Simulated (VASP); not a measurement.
**Zr2C: structure and properties in VASP**

Aim: relax Zr2C, then compute properties on the relaxed cell. The steps: rough relaxation of the start cell, full relaxation (PBE), single point with fields (PBE), band structure (PBE), density of states (PBE) and bands along the symmetry lines (HSE06). The cell is invented: it takes the structure of a Materials Project entry for Ti2C (space group 166 there), with some of its atoms replaced by other elements, volume scaled by an estimate. It may not be a known or stable phase.

Main program and level: VASP 6.6.1; PBE; plane waves and PAW (Zr_sv, C).

### 1. Set-up

Before any relaxation, the start is as follows. The structure is trigonal, space group R-3m (No. 166). The conventional cell has a = 3.414 Å, b = 3.414 Å, c = 16.000 Å, α = 90.00°, β = 90.00°, γ = 120.00°. Nearest to Zr lie 3 C at 2.34 Å. Nearest to C lie 6 Zr at 2.34 Å. It derives from Ti2C. it takes the structure of a Materials Project entry for Ti2C (space group 166 there), with some of its atoms replaced by other elements, volume scaled by an estimate. Farther neighbours are not listed.

### 2. Rough relaxation of the start cell

The start is only an estimate, so a cheap relaxation brings it near a minimum before any careful run. PBE, the usual starting point, adds the gradient of the density.

Contents of INCAR:

```
SYSTEM = Zr2C
PREC = Normal
ENCUT = 520
EDIFF = 1E-05
NELM = 60
ISMEAR = 0
SIGMA = 0.05
LREAL = .FALSE.
ALGO = Fast
GGA = PE
NBANDS = 20
LORBIT = 11
LWAVE = .FALSE.
LCHARG = .FALSE.
IBRION = 2
NSW = 40
ISIF = 3
EDIFFG = -0.04
```

Contents of POSCAR:

```
Zr2C
1.0
    1.7070400000      0.9855600000      5.3334910000
   -1.7070400000      0.9855600000      5.3334910000
    0.0000000000     -1.9711210000      5.3334910000
Zr C
2 1
Direct
    0.2454978300      0.2454978300      0.2454978300
    0.7545021700      0.7545021700      0.7545021700
    0.5000000000      0.5000000000      0.5000000000
```

Contents of KPOINTS:

```
Automatic mesh
0
Gamma
6 6 6
0 0 0
```

Potentials, in the order of the species: Zr_sv and C (PBE family, release 64).

Launch:

```
$ mpirun -np 1 vasp_std
```

The program printed:

```text
[banner, memory and clock lines left out]
running    1 mpi-ranks, on    1 nodes
 distrk:  each k-point on    1 cores,    1 groups
 distr:  one band on    1 cores,    1 groups

 POSCAR found type information on POSCAR ZrC
 POSCAR found :  2 types and       3 ions
 LDA part: xc-table for (Slater+PW92), standard interpolation
 POSCAR, INCAR and KPOINTS ok, starting setup
 FFT: planning ... GRIDC
 FFT: planning ... GRID_SOFT
 FFT: planning ... GRID
 WAVECAR not read
 entering main loop
       N       E                     dE             d eps       ncg     rms          rms(c)
DAV:   1     0.243792015753E+03    0.24379E+03   -0.15289E+04  1280   0.138E+03
DAV:   2    -0.113763949656E+02   -0.25517E+03   -0.24867E+03  1448   0.391E+02
DAV:   3    -0.321804642310E+02   -0.20804E+02   -0.20570E+02  2252   0.864E+01
DAV:   4    -0.330938785164E+02   -0.91341E+00   -0.91201E+00  1640   0.180E+01
DAV:   5    -0.331318287933E+02   -0.37950E-01   -0.37943E-01  1920   0.281E+00    0.215E+01
RMM:   6    -0.281021651748E+02    0.50297E+01   -0.20712E+01  1400   0.182E+01    0.808E+00
RMM:   7    -0.280600163754E+02    0.42149E-01   -0.19106E+00  1552   0.668E+00    0.412E+00
RMM:   8    -0.280784660730E+02   -0.18450E-01   -0.64791E-01  1653   0.367E+00    0.740E-01
RMM:   9    -0.280951411019E+02   -0.16675E-01   -0.17264E-01  1818   0.184E+00    0.560E-01
RMM:  10    -0.280990040924E+02   -0.38630E-02   -0.39960E-02  1838   0.107E+00    0.170E-01
RMM:  11    -0.281005662035E+02   -0.15621E-02   -0.21583E-02  1929   0.586E-01    0.103E-01
RMM:  12    -0.281012185702E+02   -0.65237E-03   -0.70575E-03  1901   0.358E-01    0.757E-02
RMM:  13    -0.281015734226E+02   -0.35485E-03   -0.34601E-03  1901   0.246E-01    0.628E-02
RMM:  14    -0.281016522521E+02   -0.78829E-04   -0.13919E-03  1809   0.181E-01    0.129E-02
RMM:  15    -0.281017423687E+02   -0.90117E-04   -0.85659E-04  1726   0.120E-01    0.123E-02
RMM:  16    -0.281017832390E+02   -0.40870E-04   -0.36907E-04  1593   0.816E-02    0.249E-02
RMM:  17    -0.281018065044E+02   -0.23265E-04   -0.21726E-04  1509   0.606E-02    0.303E-02
RMM:  18    -0.281018166814E+02   -0.10177E-04   -0.11297E-04  1286   0.453E-02    0.272E-02
RMM:  19    -0.281018237298E+02   -0.70484E-05   -0.76626E-05  1112   0.364E-02
   1 F= -.28101824E+02 E0= -.28099799E+02  d E =-.281018E+02
 curvature:   0.00 expect dE= 0.000E+00 dE for cont linesearch  0.000E+00
 trial: gam= 0.00000 g(F)=  0.261E-01 g(S)=  0.262E+00 ort = 0.000E+00 (trialstep = 0.100E+01)
 search vector abs. value=  0.288E+00
 bond charge predicted
       N       E                     dE             d eps       ncg     rms          rms(c)
DAV:   1    -0.300963997413E+02   -0.19946E+01   -0.86881E+01  1288   0.872E+01    0.181E+01
RMM:   2    -0.282565506412E+02    0.18398E+01   -0.49973E+00  1421   0.192E+01    0.513E+00
RMM:   3    -0.279215695587E+02    0.33498E+00   -0.23209E+00  1405   0.109E+01    0.308E+00
RMM:   4    -0.279951685830E+02   -0.73599E-01   -0.55891E-01  1604   0.402E+00    0.403E-01
RMM:   5    -0.280115396920E+02   -0.16371E-01   -0.16077E-01  1686   0.226E+00    0.746E-01
RMM:   6    -0.280149540421E+02   -0.34144E-02   -0.28577E-02  1837   0.102E+00    0.400E-01
RMM:   7    -0.280197143121E+02   -0.47603E-02   -0.11237E-02  1806   0.720E-01    0.363E-01
RMM:   8    -0.280198936001E+02   -0.17929E-03   -0.68299E-03  1926   0.422E-01    0.811E-02
RMM:   9    -0.280201223188E+02   -0.22872E-03   -0.20830E-03  1946   0.219E-01    0.640E-02
RMM:  10    -0.280202191190E+02   -0.96800E-04   -0.91186E-04  1804   0.137E-01    0.654E-02
RMM:  11    -0.280201987070E+02    0.20412E-04   -0.57314E-04  1861   0.140E-01    0.801E-02
RMM:  12    -0.280202599276E+02   -0.61221E-04   -0.40419E-04  1864   0.118E-01    0.970E-02
RMM:  13    -0.280203160982E+02   -0.56171E-04   -0.23776E-04  1757   0.861E-02    0.128E-01
RMM:  14    -0.280203274862E+02   -0.11388E-04   -0.12518E-04  1423   0.565E-02    0.146E-01
RMM:  15    -0.280203102120E+02    0.17274E-04   -0.63778E-05  1228   0.400E-02    0.145E-01
RMM:  16    -0.280202945337E+02    0.15678E-04   -0.49725E-05  1291   0.413E-02    0.147E-01
RMM:  17    -0.280202892780E+02    0.52557E-05   -0.25744E-05  1011   0.291E-02
   2 F= -.28020289E+02 E0= -.28018809E+02  d E =0.815345E-01
[... from here on, the cycles between the ionic steps are left out ...]
   3 F= -.28162086E+02 E0= -.28160436E+02  d E =-.602624E-01
   4 F= -.28162154E+02 E0= -.28160512E+02  d E =-.603302E-01
   5 F= -.28171598E+02 E0= -.28169961E+02  d E =-.944391E-02
[...]
WARNING in EDDRMM: call to ZHEGV failed, returncode =   6  3     10
   6 F= -.28171802E+02 E0= -.28170192E+02  d E =-.964834E-02
   7 F= -.28171853E+02 E0= -.28170239E+02  d E =-.969870E-02
   8 F= -.28171853E+02 E0= -.28170238E+02  d E =-.969903E-02
 curvature:  -0.69 expect dE=-0.236E-03 dE for cont linesearch -0.141E-05
 ZBRENT: accuracy reached
 trial: gam= 0.00130 g(F)=  0.234E-03 g(S)=  0.108E-03 ort = 0.202E-03 (trialstep = 0.911E+00)
 search vector abs. value=  0.343E-03
 bond charge predicted
       N       E                     dE             d eps       ncg     rms          rms(c)
DAV:   1    -0.281729015439E+02   -0.10455E-02   -0.64624E-02  1304   0.242E+00    0.285E-01
RMM:   2    -0.281721752094E+02    0.72633E-03   -0.25293E-03  1387   0.463E-01    0.823E-02
RMM:   3    -0.281720391944E+02    0.13601E-03   -0.10340E-03  1423   0.226E-01    0.689E-02
RMM:   4    -0.281720667881E+02   -0.27594E-04   -0.25272E-04  1562   0.884E-02    0.106E-02
RMM:   5    -0.281720731622E+02   -0.63741E-05   -0.86049E-05  1278   0.513E-02
   9 F= -.28172073E+02 E0= -.28170387E+02  d E =-.220249E-03
 trial-energy change:   -0.000220  1 .order   -0.000213   -0.000312   -0.000113
 step:   1.4293(harm=  1.4293)  dis= 0.00339  next Energy=   -28.172098 (dE=-0.245E-03)
 reached required accuracy - stopping structural energy minimisation
```

It took 2.3 min on 1 MPI rank of Intel Xeon 6975P-C (Granite Rapids), shared host; peak memory 0.2 GiB.

Lines that name or quote the potential files are left out of all logs, and their timing lines are given in words.

OUTCAR, selected parts (step 2):

```text
ion  position               nearest neighbor table
   1  0.245  0.245  0.245-   3 2.34   3 2.34   3 2.34   2 3.20   2 3.20   2 3.20   2 3.43   2 3.43
                             2 3.43
   2  0.755  0.755  0.755-   3 2.34   3 2.34   3 2.34   1 3.20   1 3.20   1 3.20   1 3.43   1 3.43
                             1 3.43
   3  0.500  0.500  0.500-   1 2.34   1 2.34   2 2.34   2 2.34   1 2.34   2 2.34

  LATTYP: Found a trigonal (rhomboedric) cell.
 ALAT       =     5.6860742452
 COS(alpha) =     0.8197428374

 Subroutine GETGRP returns: Found 12 space group operations
 (whereof 12 operations were pure point group operations)

The static configuration has the point symmetry D_3d.

 Found     32 irreducible k-points:

   k-points           NKPTS =     32   k-points in BZ     NKDIM =     32   number of bands    NBANDS=     20

   dimension x,y,z NGX =    32 NGY =   32 NGZ =   32
   dimension x,y,z NGXF=    64 NGYF=   64 NGZF=   64

   ENCUT  =  520.0 eV  38.22 Ry    6.18 a.u.  10.57 10.57 10.57*2*pi/ulx,y,z

   NELECT =      28.0000    total number of electrons

 k-points in reciprocal lattice and weights: Automatic mesh
   0.00000000  0.00000000  0.00000000       0.005
   0.16666667 -0.00000000  0.00000000       0.028
   0.33333333 -0.00000000  0.00000000       0.028
   0.50000000 -0.00000000  0.00000000       0.014
   0.16666667  0.16666667  0.00000000       0.028
   0.33333333  0.16666667 -0.00000000       0.056
   0.50000000  0.16666667  0.00000000       0.056
  -0.33333333  0.16666667  0.00000000       0.056
  -0.16666667  0.16666667  0.00000000       0.028
[...]
-0.33333333  0.50000000  0.33333333       0.028
   0.50000000  0.50000000  0.50000000       0.005

 average (electrostatic) potential at core
       1 -74.5568       2 -74.5568       3 -45.2432

 E-fermi :   8.8186

 k-point     1 :       0.0000    0.0000    0.0000
  band No.  band energies     occupation
    ...
      9      -1.7389      2.00000
     10       4.0757      2.00000
     11       6.1491      2.00000
     12       6.1491      2.00000
     13       6.7462      2.00000
     14       9.6033      0.00000
     15       9.6033      0.00000
     16       9.8978      0.00000
     17      11.6272      0.00000
     18      11.6272      0.00000
    ...

 k-point     2 :       0.1667   -0.0000    0.0000
  band No.  band energies     occupation
    ...
      9      -1.4612      2.00000
     10       4.6275      2.00000
     11       5.1907      2.00000
     12       6.2846      2.00000
     13       7.4757      2.00000
     14       8.9042      0.01543
     15       9.9986      0.00000
     16      10.1112      0.00000
     17      10.2844      0.00000
     18      11.7267      0.00000
    ...

 k-point     3 :       0.3333   -0.0000    0.0000
  band No.  band energies     occupation
    ...
     10       4.6990      2.00000
     11       5.7112      2.00000
     12       6.4124      2.00000
     13       7.3328      2.00000
     14       7.9879      2.00000
     15       9.2550      0.00000
     16      10.9277      0.00000
     17      11.1391      0.00000
     18      12.2975      0.00000
     19      12.6964      0.00000
    ...

  Total       -0.0289202     -0.0289203      0.0072690      0.0000000     -0.0000000      0.0000000
  in kB       -0.8949401     -0.8949407      0.2249386      0.0000000     -0.0000000      0.0000000
  external PRESSURE =      -0.5216474 kB  Pullay stress =       0.0000000 kB

  energy-cutoff  :      520.00
  volume of cell :       51.77
      direct lattice vectors                 reciprocal lattice vectors
     1.665695422  0.961689678  5.386870538     0.300174926  0.173306019  0.061878857
    -1.665695422  0.961689678  5.386870538    -0.300174926  0.173306019  0.061878857
     0.000000000 -1.923380341  5.386870540     0.000000000 -0.346612038  0.061878825

 POSITION                                       TOTAL-FORCE (eV/Angst)
 -----------------------------------------------------------------------------------
      0.00000     -0.00000      3.95689         0.000000      0.000000     -0.032537
      0.00000     -0.00000     12.20372         0.000000     -0.000000      0.032537
      0.00000     -0.00000      8.08031         0.000000     -0.000000     -0.000000
 -----------------------------------------------------------------------------------
    total drift:                                0.000000     -0.000000      0.000000

  FREE ENERGIE OF THE ION-ELECTRON SYSTEM (eV)
  ---------------------------------------------------
  free  energy   TOTEN  =       -28.1720731622 eV

  energy  without entropy=      -28.1687003690  energy(sigma->0) =      -28.17038677

 reached required accuracy - stopping structural energy minimisation

 total charge
# of ion       s       p       d       tot
------------------------------------------
    1        2.189   6.008   1.621   9.818
    2        2.189   6.008   1.621   9.818
    3        0.887   1.494   0.000   2.381
--------------------------------------------------
tot          5.265  13.509   3.241  22.016

[... 3 further parts left out ...]
```

CONTCAR:

```
Zr2C
   1.00000000000000
     1.6656954220957014    0.9616896778221303    5.3868705382263249
    -1.6656954220957014    0.9616896778221303    5.3868705382263249
     0.0000000000000000   -1.9233803411870238    5.3868705399647290
  Zr              C
     2     1
Direct
     0.2448480825523357    0.2448480825523357    0.2448480825738981
     0.7551519174476642    0.7551519174476642    0.7551519174261018
     0.5000000000000000    0.5000000000000000    0.5000000000000000
```

The k-mesh is coarse for a metal. This relaxation is a rough one on cheap settings, only to bring the start near its minimum. The run keeps the 12 symmetry operations of its start, so it cannot find a distortion of lower symmetry.

Step by step:

```
step  energy less that of the first step (eV)  largest force (eV/Å)  pressure (GPa)  volume (Å³)
   1                                   0.0000                0.5197           -6.48        53.84
   2                                   0.0815                1.1133           13.61        48.37
   3                                  -0.0603                0.0505            0.46        51.59
   4                                  -0.0603                0.0650            0.53        51.55
   5                                  -0.0698                0.0302            0.21        51.65
   6                                  -0.0700                0.0645            0.12        51.68
   7                                  -0.0700                0.0525            0.12        51.67
   8                                  -0.0700                0.0493            0.14        51.67
   9                                  -0.0702                0.0325           -0.05        51.77
```

```
conventional cell, symmetrised  before   after  change
                         a (Å)   3.414   3.331  -2.4 %
                         b (Å)   3.414   3.331  -2.4 %
                         c (Å)  16.000  16.161  +1.0 %
              volume (Å³/atom)   17.95   17.26  -3.8 %
```

The atoms that moved most (Å, as changes of fractional coordinates times the final cell):

```
atom     dx     dy      dz  length
 Zr1  0.000  0.000  -0.011   0.011
 Zr2  0.000  0.000   0.011   0.011
```

Final coordinates:

```xyz
3
Lattice="1.6657 0.9617 5.3869 -1.6657 0.9617 5.3869 0.0000 -1.9234 5.3869" Properties=species:S:1:pos:R:3 pbc="T T T"
Zr    0.0000    0.0000    3.9569
Zr    0.0000    0.0000   12.2037
C     0.0000    0.0000    8.0803
```

Numbers from this step:

| Item | Value |
| --- | --- |
| electrons | 28 |
| bands | 20 |
| irreducible k-points | 32 |
| symmetry operations | 12 |
| free energy (TOTEN) | -28.17 eV |
| energy at zero smearing | -28.17 eV |
| Fermi energy | 8.819 eV |
| pressure | -0.05216 GPa |
| metallic | yes |
| SCF cycles over all ionic steps | 81 |

It ends with a largest force of 0.033 eV/Å and a pressure of -0.05 GPa.

[end of part 1 of 4]

[Lines on the potential files, build, host, timing and source positions are cut from VASP's logs without a mark.]

[Logs are printed without paths, hosts, clocks, repeated set-up lines and the standing remarks that a program may print on its own settings, such as how far it seeks lower states.]

[Hosts, paths, dates, database ids (printed as entryN), source tags and the programs' standing remarks are cut or masked in the printed files.]

[A measured line is paired with the nearest computed mode of its activity, which favours agreement.]
